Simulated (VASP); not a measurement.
Method: PBE GGA, VASP's PBE PAW potentials (set 64) (plane waves; VASP).

A VASP calculation is set up with these files.

### KPOINTS
```
Automatic mesh
0
Gamma
4 6 4
0 0 0
```

POSCAR:
```
Al2Ga2N4
1
    3.1725155746    -5.4934828193     0.0000000000
    1.5856184837     2.7463725975     0.0000000000
    0.0000000000     0.0000000000     5.1361386450
Ga N Al
2 4 2
Direct
  0.3356315141   0.3356315141   0.5019086704
  0.1643674859   0.6643684859   0.0019086704
  0.3417267248   0.3417267248   0.8853342647
  0.1582722752   0.6582732752   0.3853342647
  0.8243252847   0.3243242847   0.8752328622
  0.6756747153   0.6756757153   0.3752328622
  0.8308624728   0.3308614728   0.5015242026
  0.6691375272   0.6691385272   0.0015242026
```

INCAR:
```
ALGO = Normal
EDIFF = 1E-6
ENCUT = 500
GGA = PE
ISMEAR = 0
LASPH = .True.
LCHARG = .False.
LMAXMIX = 4
LREAL = .False.
LWAVE = .True.
NELM = 100
PREC = Accurate
SIGMA = 0.05
SYSTEM = Al2Ga2N4
```

POTCAR, in this order: Ga_d N Al (PBE.64 set). Program: vasp_std.

Output of the run:

File OSZICAR:
```
       N       E                     dE             d eps       ncg     rms          rms(c)
DAV:   1     0.502123821024E+03    0.50212E+03   -0.24014E+04  2725   0.246E+03
DAV:   2     0.197629905399E+02   -0.48236E+03   -0.46563E+03  3087   0.607E+02
DAV:   3    -0.581944036977E+02   -0.77957E+02   -0.76730E+02  2962   0.180E+02
DAV:   4    -0.627989725691E+02   -0.46046E+01   -0.45864E+01  3870   0.485E+01
DAV:   5    -0.628739534066E+02   -0.74981E-01   -0.74879E-01  3129   0.594E+00    0.162E+01
DAV:   6    -0.538589739231E+02    0.90150E+01   -0.38269E+01  4226   0.644E+01    0.508E+00
DAV:   7    -0.540938812616E+02   -0.23491E+00   -0.35444E+00  3090   0.127E+01    0.391E+00
DAV:   8    -0.540907162085E+02    0.31651E-02   -0.57278E-01  3903   0.110E+01    0.101E+00
DAV:   9    -0.540580061189E+02    0.32710E-01   -0.17934E-01  4587   0.700E+00    0.434E-01
DAV:  10    -0.540587573264E+02   -0.75121E-03   -0.13884E-02  3052   0.871E-01    0.173E-01
DAV:  11    -0.540590367509E+02   -0.27942E-03   -0.20884E-03  4226   0.716E-01    0.413E-02
DAV:  12    -0.540590849159E+02   -0.48165E-04   -0.41628E-04  3392   0.197E-01    0.206E-02
DAV:  13    -0.540590965353E+02   -0.11619E-04   -0.34876E-05  3215   0.566E-02    0.900E-03
DAV:  14    -0.540590976078E+02   -0.10725E-05   -0.10484E-05  3836   0.339E-02    0.415E-03
DAV:  15    -0.540590976523E+02   -0.44525E-07   -0.15787E-06  2375   0.122E-02
   1 F= -.54059098E+02 E0= -.54059098E+02  d E =-.505055E-11
```

**OUTCAR**
```
------------------------ aborting loop because EDIFF is reached ----------------------------------------
  FORCE on cell =-STRESS in cart. coord.  units (eV):
  Direction    XX          YY          ZZ          XY          YZ          ZX
  --------------------------------------------------------------------------------------
  Total        0.0067219      0.0136718     -0.0208205      0.0060188      0.0000000      0.0000000
  in kB        0.1203455      0.2447735     -0.3727613      0.1077577      0.0000000      0.0000000
  external PRESSURE =      -0.0025474 kB  Pullay stress =       0.0000000 kB
  volume of cell :       89.49
      direct lattice vectors                 reciprocal lattice vectors
     3.172515575 -5.493482819  0.000000000     0.157624823 -0.091004707  0.000000000
     1.585618484  2.746372598  0.000000000     0.315291981  0.182082798  0.000000000
     0.000000000  0.000000000  5.136138645     0.000000000  0.000000000  0.194698794
 POSITION                                       TOTAL-FORCE (eV/Angst)
 -----------------------------------------------------------------------------------
      1.59698     -0.92202      2.57787         0.008387     -0.004842      0.010775
      1.57489      0.92165      0.00980        -0.008387      0.004842      0.010775
      1.62598     -0.93876      4.54720        -0.006397      0.003694      0.004121
      1.54589      0.93840      1.97913         0.006397     -0.003694      0.004121
      3.12944     -3.63770      4.49532        -0.000761      0.000440     -0.006796
      3.21495     -1.85615      1.92725         0.000761     -0.000440     -0.006796
      3.16054     -3.65566      2.57590        -0.004247      0.002452     -0.008099
      3.18385     -1.83819      0.00783         0.004247     -0.002452     -0.008099
 -----------------------------------------------------------------------------------
    total drift:                               -0.000447      0.002790      0.000350
  FREE ENERGIE OF THE ION-ELECTRON SYSTEM (eV)
  ---------------------------------------------------
  free  energy   TOTEN  =       -54.0590976523 eV

  energy  without entropy=      -54.0590976523  energy(sigma->0) =      -54.05909765
```
(Selected blocks of OUTCAR.)

**OUTCAR**
```
 val. band max:        5.5035164214   @ k =   0.0000   0.0000   0.0000

 cond. band min:       8.2546543391   @ k =   0.0000   0.0000   0.0000


 Fermi energy:         5.7149347277

 k-point     1 :       0.0000    0.0000    0.0000
  band No.  band energies     occupation
      1      -9.9514      2.00000
      2      -9.0081      2.00000
      3      -8.7687      2.00000
      4      -8.2377      2.00000
      5      -7.6412      2.00000
      6      -7.6194      2.00000
      7      -7.5309      2.00000
      8      -7.4704      2.00000
      9      -7.4655      2.00000
     10      -7.4368      2.00000
     11      -7.3411      2.00000
     12      -6.8400      2.00000
     13      -6.6877      2.00000
     14      -6.0065      2.00000
     15      -1.0575      2.00000
     16      -0.2249      2.00000
     17       0.8046      2.00000
     18       1.8000      2.00000
     19       3.1249      2.00000
     20       3.5107      2.00000
     21       4.5347      2.00000
     22       4.5680      2.00000
     23       4.5976      2.00000
     24       5.3505      2.00000
     25       5.3944      2.00000
     26       5.5035      2.00000
     27       8.2547      0.00000
     28      10.3460      0.00000
     29      11.1420      0.00000
     30      11.2820      0.00000
     31      12.3673      0.00000

 k-point     2 :       0.2500   -0.0000    0.0000
  band No.  band energies     occupation
      1      -9.7919      2.00000
      2      -9.0733      2.00000
      3      -8.7972      2.00000
      4      -8.2408      2.00000
      5      -7.6412      2.00000
      6      -7.6197      2.00000
      7      -7.5308      2.00000
      8      -7.4775      2.00000
      9      -7.4630      2.00000
     10      -7.4371      2.00000
     11      -7.3412      2.00000
     12      -7.1820      2.00000
     13      -6.6124      2.00000
     14      -5.9606      2.00000
     15      -0.7930      2.00000
     16       0.2278      2.00000
     17       0.9715      2.00000
...
```

The structure was generated: Al2Ga2N4 was put into an ordered model structure (Pmn2_1), which need not be its known phase. It was relaxed first.
